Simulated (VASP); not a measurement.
VASP runs on CuZn (CsCl type) share one base input (PBE GGA, plane waves, VASP's PBE PAW potentials (set 64)) and change the settings named in each case.

POSCAR:
```
CuZn
3.0090
  1.0000000000   0.0000000000   0.0000000000
  0.0000000000   1.0000000000   0.0000000000
  0.0000000000   0.0000000000   1.0000000000
Zn Cu
1 1
Direct
  0.5000000000   0.5000000000   0.5000000000
  0.0000000000   0.0000000000   0.0000000000
```

### INCAR
```
SYSTEM = CuZn
PREC = Accurate; ENCUT = 400; LREAL = F
LASPH = T
EDIFF = 1E-6; NELM = 100; ALGO = Normal
LMAXMIX = 4
ISMEAR = 1; SIGMA = 0.1
GGA = PE
ISIF = 2
LWAVE = F; LCHARG = F
```

**KPOINTS**
```
Regular mesh
0
G
 11 11 11
```

POTCAR, in this order: Zn Cu (PBE.64 set). Program: vasp_std.

```tsv
change	E(σ→0) (eV/atom)	pressure (GPa)	−TS (eV)
base run	-2.5009	-5.05	-0.0003
LDAU = .TRUE., LDAUJ = 0 0, LDAUL = 2 2, LDAUTYPE = 2, LDAUU = 1.0 1.0	-2.2591	-5.27	-0.0004
LDAU = .TRUE., LDAUJ = 0 0, LDAUL = 2 2, LDAUTYPE = 2, LDAUU = 2.0 2.0	-2.0283	-5.52	-0.0004
LDAU = .TRUE., LDAUJ = 0 0, LDAUL = 2 2, LDAUTYPE = 2, LDAUU = 3.0 3.0	-1.8086	-6.09	-0.0002
LDAU = .TRUE., LDAUJ = 0 0, LDAUL = 2 2, LDAUTYPE = 2, LDAUU = 4.0 4.0	-1.5997	-6.43	0.0000
LDAU = .TRUE., LDAUJ = 0 0, LDAUL = 2 2, LDAUTYPE = 2, LDAUU = 5.0 5.0	-1.4018	-6.53	0.0002
LDAU = .TRUE., LDAUJ = 0 0, LDAUL = 2 2, LDAUTYPE = 2, LDAUU = 6.0 6.0	-1.2146	___	0.0002
LDAU = .TRUE., LDAUJ = 0 0, LDAUL = 2 2, LDAUTYPE = 2, LDAUU = 8.0 8.0	-0.8725	-7.59	0.0001
LDAU = .TRUE., LDAUJ = 0 0, LDAUL = 2 2, LDAUTYPE = 2, LDAUU = 5.0 5.0, LMAXMIX = 2	-1.4018	-6.54	0.0002
```

Task: Some entries are withheld; supply them.

Result: 
- LDAU = .TRUE., LDAUJ = 0 0, LDAUL = 2 2, LDAUTYPE = 2, LDAUU = 6.0 6.0, pressure (GPa): -6.85

Energies of different potentials or functionals have different zeros.

Left out are runs that ran out of time, are held back, or changed the cell or the kind of run, fixed moments of cells without a moment, rows past the twelfth, gaps on odd meshes, pressures of charged cells and columns that move by less than the noise.

The compound is CuZn in the CsCl type structure. The cell was not relaxed at this level. The electron count is odd and the run is not spin-polarised, which forces a metal.
